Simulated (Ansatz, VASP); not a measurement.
# Hf (Hafnium) in two plane-wave programs

Aim: how closely do two programs agree when they are given the same cell, functional and k mesh? The cell is taken from a series of runs on this material, whose earlier steps may have relaxed, scaled, displaced or heated it; both programs get it as it stands.

Method: plane waves, with VASP 6.6.1 beside it; relaxation of cell and atoms at PBEsol and zone-centre phonons at PBEsol, in Ansatz 0.2.0.

### Step 1. The starting structure

It takes space group P6_3/mmc (No. 194, hexagonal). The conventional cell has a = 3.159 Å, b = 3.159 Å, c = 5.000 Å, α = 90.00°, β = 90.00°, γ = 120.00°. Hf has 12 Hf at 3.09 to 3.16 Å nearest.

Structure file:

```xyz
2
Lattice="3.1588 0.0000 0.0000 -1.5794 2.7356 0.0000 0.0000 0.0000 5.0002" Properties=species:S:1:pos:R:3 pbc="T T T"
Hf    0.0000    1.8237    1.2501
Hf    1.5794    0.9119    3.7502
```

### Step 2. VASP: relaxation of cell and atoms, PBEsol

The relaxed volume is the usual yardstick between codes: in a stiff, nearly cubic crystal its relative difference is about their pressure difference at one cell divided by the bulk modulus.

Lines of VASP's logs that name or quote its potential files are left out, and so is its time.

The input, INCAR:

```
SYSTEM = Hf
PREC = Accurate
ENCUT = 500
EDIFF = 1E-07
NELM = 120
ISMEAR = 1
SIGMA = 0.2
LREAL = .FALSE.
ALGO = Normal
GGA = PS
NBANDS = 16
LASPH = .TRUE.
LORBIT = 11
LWAVE = .FALSE.
LCHARG = .FALSE.
ISIF = 3
IBRION = 2
NSW = 80
EDIFFG = -0.005
GGA_COMPAT = .FALSE.
NELMIN = 4
KPAR = 2
```

The input, POSCAR:

```
Hf
1.0
    3.1587670000      0.0000000000      0.0000000000
   -1.5793840000      2.7355730000      0.0000000000
    0.0000000000      0.0000000000      5.0002090000
Hf
2
Direct
    0.3333333779      0.6666665448      0.2499999500
    0.6666669386      0.3333334552      0.7499998500
```

The input, KPOINTS:

```
Automatic mesh
0
Gamma
18 18 10
0 0 0
```

Potentials, in the order of the species: Hf_pv (PBE family, release 64).

Command:

```bash
$ mpirun -np 2 vasp_std
```

Numbers of over 12 decimals in the logs are rounded to 6 here.

Log:

```text
[banner, memory and clock lines left out]
running    2 mpi-ranks, on    1 nodes
 distrk:  each k-point on    1 cores,    2 groups
 distr:  one band on    1 cores,    1 groups

 POSCAR found type information on POSCAR Hf
 POSCAR found :  1 types and       2 ions
|                                                                             |
|               ----> ADVICE to this user running VASP <----                  |
|                                                                             |
|     You enforced a specific xc type in the INCAR file but a different       |
|     [... a line on the potential file left out ...]
|     I HOPE YOU KNOW WHAT YOU ARE DOING!                                     |
|                                                                             |

 LDA part: xc-table for (Slater+PW92), standard interpolation
 POSCAR, INCAR and KPOINTS ok, starting setup
 FFT: planning ... GRIDC
 FFT: planning ... GRID_SOFT
 FFT: planning ... GRID
 WAVECAR not read
 entering main loop
       N       E                     dE             d eps       ncg     rms          rms(c)
DAV:   1     0.459620469633E+02    0.45962E+02   -0.11371E+04  7128   0.116E+03
DAV:   2    -0.201805354338E+02   -0.66143E+02   -0.64692E+02  9352   0.249E+02
DAV:   3    -0.217498687068E+02   -0.15693E+01   -0.15616E+01  9352   0.264E+01
DAV:   4    -0.217616481834E+02   -0.11779E-01   -0.11778E-01  8800   0.281E+00
DAV:   5    -0.217617902883E+02   -0.14210E-03   -0.14210E-03  9408   0.255E-01    0.671E+01
DAV:   6    -0.212102625350E+02    0.55153E+00   -0.49684E-01  8552   0.470E+00    0.397E+01
DAV:   7    -0.210155515490E+02    0.19471E+00   -0.82309E-01  8760   0.581E+00    0.187E+00
DAV:   8    -0.210053930321E+02    0.10159E-01   -0.51939E-02  8176   0.157E+00    0.358E-01
DAV:   9    -0.210054948426E+02   -0.10181E-03   -0.11095E-03  9808   0.244E-01    0.194E-01
DAV:  10    -0.210054859821E+02    0.88605E-05   -0.47035E-05  8480   0.495E-02    0.210E-01
DAV:  11    -0.210054869424E+02   -0.96027E-06   -0.49894E-06  9528   0.160E-02    0.119E-02
DAV:  12    -0.210054870275E+02   -0.85197E-07   -0.42447E-07  8432   0.449E-03
   1 F= -.21005487E+02 E0= -.21006849E+02  d E =-.210055E+02
[...]
2 F= -.21005401E+02 E0= -.21006729E+02  d E =0.863299E-04
[...]
3 F= -.21005677E+02 E0= -.21007024E+02  d E =-.189509E-03
 curvature:  -0.23 expect dE=-0.260E-05 dE for cont linesearch -0.265E-10
 trial: gam= 0.01331 g(F)=  0.231E-41 g(S)=  0.115E-04 ort = 0.313E-06 (trialstep = 0.891E+00)
 search vector abs. value=  0.116E-04
 bond charge predicted
       N       E                     dE             d eps       ncg     rms          rms(c)
DAV:   1    -0.210057049954E+02   -0.28485E-04   -0.13805E-03  7144   0.272E-01    0.352E-02
DAV:   2    -0.210056885048E+02    0.16491E-04   -0.23231E-05  9120   0.334E-02    0.144E-02
DAV:   3    -0.210056837302E+02    0.47747E-05   -0.54446E-06  9456   0.148E-02    0.122E-02
DAV:   4    -0.210056829501E+02    0.78005E-06   -0.15390E-06  9840   0.807E-03    0.638E-03
DAV:   5    -0.210056828881E+02    0.61966E-07   -0.88843E-08  4560   0.212E-03
   4 F= -.21005683E+02 E0= -.21007026E+02  d E =-.635125E-05
 trial-energy change:   -0.000006  1 .order   -0.000006   -0.000010   -0.000002
 step:   1.1464(harm=  1.1464)  dis= 0.00000  next Energy=   -21.005683 (dE=-0.658E-05)
 reached required accuracy - stopping structural energy minimisation
```

OUTCAR, selected parts (step 2):

```text
ion  position               nearest neighbor table
   1  0.333  0.667  0.250-   2 3.09   2 3.09   2 3.09   2 3.09   2 3.09   2 3.09
   2  0.667  0.333  0.750-   1 3.09   1 3.09   1 3.09   1 3.09   1 3.09   1 3.09

  LATTYP: Found a hexagonal cell.
 ALAT       =     3.1587670000
 C/A-ratio  =     1.5829622761

 Subroutine GETGRP returns: Found 24 space group operations
 (whereof 12 operations were pure point group operations)

The static configuration has the point symmetry D_3d.
 The point group associated with its full space group is D_6h.

 Found    222 irreducible k-points:

   k-points           NKPTS =    222   k-points in BZ     NKDIM =    222   number of bands    NBANDS=     16

   dimension x,y,z NGX =    24 NGY =   24 NGZ =   36
   dimension x,y,z NGXF=    48 NGYF=   48 NGZF=   72

   ENCUT  =  500.0 eV  36.75 Ry    6.06 a.u.   5.76  5.76  9.12*2*pi/ulx,y,z

   NELECT =      20.0000    total number of electrons

 k-points in reciprocal lattice and weights: Automatic mesh
   0.00000000  0.00000000  0.00000000       0.000
   0.05555556  0.00000000  0.00000000       0.002
   0.11111111  0.00000000  0.00000000       0.002
   0.16666667  0.00000000  0.00000000       0.002
   0.22222222  0.00000000  0.00000000       0.002
   0.27777778  0.00000000  0.00000000       0.002
   0.33333333  0.00000000  0.00000000       0.002
   0.38888889  0.00000000  0.00000000       0.002
   0.44444444  0.00000000  0.00000000       0.002
[...]
0.33333333  0.27777778  0.50000000       0.004
   0.33333333  0.33333333  0.50000000       0.001

 average (electrostatic) potential at core
       1 -36.7852       2 -36.7852

 E-fermi :   5.0446

 k-point     1 :       0.0000    0.0000    0.0000
  band No.  band energies     occupation
    ...
      4     -24.9908      2.00000
      5     -24.9885      2.00000
      6     -24.9885      2.00000
      7      -2.4921      2.00000
      8       1.1904      2.00000
      9       5.8416     -0.00000
     10       6.1991     -0.00000
     11       6.1991     -0.00000
     12       6.4990     -0.00000
     13       7.0644     -0.00000
    ...

 k-point     2 :       0.0556    0.0000    0.0000
  band No.  band energies     occupation
    ...
      4     -25.0095      2.00000
      5     -24.9950      2.00000
      6     -24.9910      2.00000
      7      -2.3936      2.00000
      8       1.2879      2.00000
      9       5.6993     -0.00004
     10       5.9021     -0.00000
     11       6.2916     -0.00000
     12       6.7349     -0.00000
     13       6.9565     -0.00000
    ...

 k-point     3 :       0.1111    0.0000    0.0000
  band No.  band energies     occupation
    ...
      4     -25.0693      2.00000
      5     -25.0076      2.00000
      6     -24.9987      2.00000
      7      -2.1048      2.00000
      8       1.5670      2.00000
      9       5.3145     -0.06689
     10       5.4368     -0.01812
     11       6.5670     -0.00000
     12       6.6455     -0.00000
     13       7.0925     -0.00000
    ...

  Total        0.0029895      0.0029895     -0.0026969     -0.0000000      0.0000000      0.0000000
  in kB        0.1112265      0.1112266     -0.1003379     -0.0000000      0.0000000      0.0000000
  external PRESSURE =       0.0407051 kB  Pullay stress =       0.0000000 kB

  energy-cutoff  :      500.00
  volume of cell :       43.06
      direct lattice vectors                 reciprocal lattice vectors
     3.156474397  0.000000000 -0.000000000     0.316809159  0.182909876 -0.000000000
    -1.578237698  2.733587546 -0.000000000    -0.000000000  0.365819636  0.000000000
     0.000000000 -0.000000000  4.990807517     0.000000000  0.000000000  0.200368377

 POSITION                                       TOTAL-FORCE (eV/Angst)
 -----------------------------------------------------------------------------------
      0.00000      1.82239      1.24770        -0.000000     -0.000000      0.000000
      1.57824      0.91120      3.74310         0.000000      0.000000      0.000000
 -----------------------------------------------------------------------------------
    total drift:                               -0.000150     -0.000006      0.000155

  FREE ENERGIE OF THE ION-ELECTRON SYSTEM (eV)
  ---------------------------------------------------
  free  energy   TOTEN  =       -21.0056828881 eV

  energy  without entropy=      -21.0097121941  energy(sigma->0) =      -21.00702599

 reached required accuracy - stopping structural energy minimisation

 total charge
# of ion       s       p       d       tot
------------------------------------------
    1        0.402   6.403   1.601   8.406
    2        0.402   6.403   1.601   8.406
--------------------------------------------------
tot          0.804  12.806   3.202  16.812

[... 3 further parts left out ...]
```

CONTCAR:

```
Hf
   1.00000000000000
     3.1564743970055162    0.0000000004194300   -0.0000000000000000
    -1.5782376977766255    2.7335875461942090   -0.0000000000000000
     0.0000000000000000   -0.0000000000000000    4.9908075165434411
  Hf
     2
Direct
     0.3333333778999972    0.6666665448000018    0.2499999500000030
     0.6666669386000024    0.3333334551999982    0.7499998500000018
```

### Step 3. Ansatz: relaxation of cell and atoms, PBEsol

Ansatz runs on its default PAW (the set named soft_2) files.

The same cell, functional, mesh and smearing now go to Ansatz, which takes its cutoff from its data sets.

The input, input.yaml:

```yaml
crystal:
  lattice:
    - [3.1587671963, 0.0, 0.0]
    - [-1.5793835982, 2.7355726366, 0.0]
    - [0.0, 0.0, 5.0002085634]
  atoms:
    - { symbol: Hf, position: [0.3333333333, 0.6666666667, 0.25] }
    - { symbol: Hf, position: [0.6666666667, 0.3333333333, 0.75] }
kpoints:
  mp_grid: { grid: [18, 18, 10] }
hamiltonian:
  xc: pbesol
scf:
  occupations: { method: methfessel_paxton, width: 0.2 }
output:
  forces: true
  stress: true
  eigenvalues: true
relax:
  adjacent_minimum: "off"
  f_tol: 0.001
  max_steps: 60
  cell: { stress_tol: 0.01 }
```

Command:

```bash
$ ansatz run input.yaml --threads 4 --pin off --max-ram 14336MiB --backend cpu --events-out ev --progress --plain --runs-dir out
```

Log:

```text
Engine: ansatz 0.2.0, aarch64-unknown-linux-gnu
Pseudopotentials: kind: paw
Pseudopotential: Hf, paw, valence charge 26, recommended cutoff 420 eV (normal), Hf.paw.azcp
Functional definition: PBEsol
  exchange = pbesol_x
  correlation = pbesol_c
Crystal: 2 atoms, lattice volume = 43.207 Å³
Basis set: ecut = 420 eV, 845 PW (Γ), exchange–correlation on 48×48×72 points (8 copies of the dense FFT grid, shifted against one another)
Bands: 32, of which v1, the nominal top of the filled ones, is band 26 counted from 1 (25 counted from 0)
Symmetry: 24 space group operations
Space group: P63/mmc (ITA 194), of the structure as read, at distance tolerance 3.5e-5 Å
k-points: 222 of 3240
Non-local potential: Hf, projectors of the file, l = 0: 3, l = 1: 2, l = 2: 2, l = 3: 3
PAW form: soft (Blöchl's): semilocal exchange-correlation on the pseudo side does not see the compensation charge
PAW frozen core: Hf, regenerated for the run's functional, and the local potential with it (the file was generated under x = pbe(κ = 0.804, μ = 0.219515), c = pbe(β = 0.066725))
PAW one-centre angular grid: Hf, 590 points (default); XC on 64 Gauss nodes
Initial density: superposition of atomic densities (neutral atoms: chi_scale 0, normalization atom), corrected by the library's trained network
Initial wavefunctions: pseudopotential atomic-orbital guess
Functional: x = pbesol(κ = 0.804, μ = 0.123457), c = pbesol(β = 0.046)
SCF iter   1: F=—  HF=-31196.049608 eV  |F-HF|=—  |Δ(HF+E_count)|=         —  Δρ=3.22e-3  dr2=2.09e-3  ethr=1.77e-3  ⟨swp⟩=4.0  Hψ=22995  notcnv=0
preconditioner: auto → Kerker (q_TF=auto, 2.814 Å⁻¹)  [metal: Δε(μ)=0.034 eV  Ē_g=17.535 eV  σ=0.200 eV  W_gap=0.14  n_scr=22 (ndim 8)  ℏωp=39.1 eV  f_vac=0.000  D(μ)=1.43/eV (n_scr^D=8)]
SCF iter   2: F=—  HF=-31196.050027 eV  |F-HF|=—  |Δ(HF+E_count)|=   4.19e-4  S|Δr|=    0.00e0  Δρ=1.88e-3  dr2=6.66e-4  ethr=4.02e-6  ⟨swp⟩=2.0  Hψ=13306  notcnv=0
SCF iter   3: F=—  HF=-31196.050209 eV  |F-HF|=—  |Δ(HF+E_count)|=   1.82e-4  S|Δr|=    0.00e0  Δρ=7.50e-4  dr2=1.73e-4  ethr=1.28e-6  ⟨swp⟩=2.0  Hψ=10143  notcnv=0
SCF iter   4: F=—  HF=-31196.050165 eV  |F-HF|=—  |Δ(HF+E_count)|=   4.43e-5  S|Δr|=    0.00e0  Δρ=1.77e-4  dr2=9.03e-6  ethr=3.32e-7  ⟨swp⟩=2.0  Hψ=12569  notcnv=0
SCF iter   5: F=—  HF=-31196.050171 eV  |F-HF|=—  |Δ(HF+E_count)|=   6.36e-6  S|Δr|=    0.00e0  Δρ=3.74e-5  dr2=3.41e-7  ethr=1.74e-8  ⟨swp⟩=2.0  Hψ=12784  notcnv=0
SCF iter   6: F=-31196.050171 eV  HF=-31196.050171 eV  |F-HF|=7.10e-9  |Δ(HF+E_count)|=   5.87e-8  S|Δr|=    0.00e0  Δρ=7.78e-6  dr2=1.99e-8  ethr=1.92e-10  ⟨swp⟩=6.3  Hψ=29339  notcnv=0
SCF 1 converged in 6 iterations: F = -31196.050171 eV  dr2 = 1.99e-8
  greatest PAW one-centre occupation: 0.998 electrons in one spin orbital (limit 2), on the Hf atom at site 1 (counted from 0), in its partial waves of l = 0
relax step   1: F+E_penalty+E_count = -31196.05017082 eV  Δ(F+E_penalty+E_count) = +0.000e0 eV  max|allowed force component| = 2.220e-16 eV/Å  Δτ_max = 0.0000 Å  P = +0.003 GPa  Ω = 43.207 Å³  (6 SCF iters, dr2 threshold 1.00e-7 eV, accepted)
[...]
relax step   2: F+E_penalty+E_count = -31196.05017424 eV  Δ(F+E_penalty+E_count) = -3.423e-6 eV  max|allowed force component| = 4.626e-17 eV/Å  Δτ_max = 0.0000 Å  P = -0.002 GPa  Ω = 43.211 Å³  energy of the carried Pulay correction = -1.334e-6 eV  (3 SCF iters, dr2 threshold 8.41e-9 eV, accepted)
[...]
relax step   3: F+E_penalty+E_count = -31196.05017572 eV  Δ(F+E_penalty+E_count) = -1.482e-6 eV  max|allowed force component| = 2.776e-16 eV/Å  Δτ_max = 0.0000 Å  P = +0.001 GPa  Ω = 43.209 Å³  energy of the carried Pulay correction = -7.880e-7 eV  (4 SCF iters, dr2 threshold 1.20e-9 eV, accepted)
[...]
relax step   4: F+E_penalty+E_count = -31196.05017784 eV  Δ(F+E_penalty+E_count) = -2.120e-6 eV  max|allowed force component| = 2.591e-16 eV/Å  Δτ_max = 0.0000 Å  P = +0.001 GPa  Ω = 43.209 Å³  stress off target by 6.06e-4 GPa  SCF on the basis re-selected at this cell (its energy is not comparable with the rows above)  (4 SCF iters)
basis re-selected at this cell: Δ(F+E_penalty+E_count) = -2.120e-6 eV, ΔP = -0.000 GPa vs the last step (what re-selecting the basis moved, of the pressure what is left beyond the Pulay correction that the steps carried, after the strain that the cell walked since its last selection, with what the two solves' SCF thresholds leave and, on support functions, any second-order correction that the steps lacked; it is no m [...]
SCF converged after 4 iterations
Stability not checked: this state was not tested for a lower state beside it, because cold or Methfessel-Paxton smearing, or corrected tetrahedra, fill the levels in a way that the test cannot read (fill_not_monotonic; see scf.lower_state_search)
Free energy (F): -31196.050178 eV
Harris-Foulkes:  -31196.050178 eV  (|F-HF|=7.28e-12)
Internal energy: -31196.054281 eV  (E = F + TS)
E sigma→0 (E₀):  -31196.051204 eV
Entropy (-TS):   0.004103 eV (2.052 meV/atom)
Fermi energy:    20.533353 eV
--- Per-component energies (eV) ---
  E_band       = 108.908394
  E_kinetic    = 851.336522
  E_local      = -9968.212717  (includes V_loc(G=0)·N_el)
  E_nonlocal   = -2477.136145
  E_hartree    = 4699.793736
  E_xc         = -596.342432
  E_vxc        = -533.006043  (∫ρ·V_xc dr)
  E_paw        = -13615.301538  (= ΣΔE_a)
  E_vpaw       = 2836.339354  (= ΣTr[D̂ρ^β])
  E_aug_tail   = -0.000003  (compensation charges beyond the density's cutoff)
  E_ewald      = -10092.693888
  E_core_change = 2.502183  (= ΣΔE_core)
  E_smearing   = 0.004103  (= −TS)
  E_closure    = -0.000000  (closes the sum)
  Σ components = -31196.050178   (vs F -31196.050178, Δ=0.00e0)
--- Forces (eV/Å), atoms counted from 1 ---
  atom   1  Hf    -0.00000000     0.00000000     0.00000000
  atom   2  Hf     0.00000000    -0.00000000     0.00000000
  max |Σ_I F_I| component: 3.70e-17 eV/Å
--- Stress (GPa, compression-positive) ---
        0.000534      -0.000000       0.000000
       -0.000000       0.000534      -0.000000
        0.000000      -0.000000       0.000606
  P = ⅓ Tr σ = 0.0006 GPa (0.006 kbar)
--- Band table (eV; the first three rows and the last of 222) ---
  k-point 0: bands = [... 22 lower, 13.0158, 16.6865, 21.3099, 21.6771, 21.6771, 21.9734, 22.5377, 22.5377, ... 2 higher]
  k-point 1: bands = [... 22 lower, 13.1124, 16.6461, 21.1596, 21.6174, 21.6174, 21.8893, 22.4555, 22.4555, ... 2 higher]
  k-point 2: bands = [... 22 lower, 13.3950, 16.4974, 20.8298, 21.5084, 21.5084, 21.6548, 22.2466, 22.2466, ... 2 higher]
  k-point 221: bands = [... 22 lower, 18.6760, 18.6760, 19.0052, 19.0052, 20.3656, 20.3656, 23.0825, 23.0825, ... 2 higher]
--- Relaxed structure (3 steps of the walk, 3 accepted, 1 SCFs on fresh bases) ---
  F+E_penalty+E_count = -31196.05017784 eV   max|allowed force component| = 2.591e-16 eV/Å   (the final SCF, on the basis selected at the relaxed cell)
  cell:  # Å, volume = 43.2090 Å³
    - [3.159549, 2.8874692932532022e-11, 0]
    - [-1.579774, 2.736250, 0]
    - [0, 0, 4.997970]
  atoms:
    - { symbol: Hf, position: [0.333333, 0.666667, 0.25] }
    - { symbol: Hf, position: [0.666667, 0.333333, 0.750000] }
```

### Step 4. Side by side

Known differences besides the potentials themselves: the data sets hold 52 valence electrons in Ansatz (on its default PAW (the set named soft_2) files) and 20 in VASP; the cutoff is 420 eV in Ansatz and 500 eV in VASP; Ansatz makes its cores anew for this functional, VASP keeps those of its PBE data sets; Ansatz adds a Pulay correction to the stress that steers its cell, VASP none. Total energies have different zeros and are not compared.

The two programs side by side:

```csv
quantity,Ansatz,VASP,difference
volume (Å³),43.21,43.06,+0.34 %
"edge a after relaxation, in the typed setting (Å)",3.159,3.156,+0.10 %
"edge c after relaxation, in the typed setting (Å)",4.998,4.991,+0.14 %
```

[end of part 1 of 2]

[Lines on the potential files, build, host, timing and source positions are cut from VASP's logs without a mark.]

[Logs are printed without paths, hosts, clocks, repeated set-up lines and the standing remarks that a program may print on its own settings, such as how far it seeks lower states.]

[Hosts, paths, dates, database ids (printed as entryN), source tags and the programs' standing remarks are cut or masked in the printed files.]
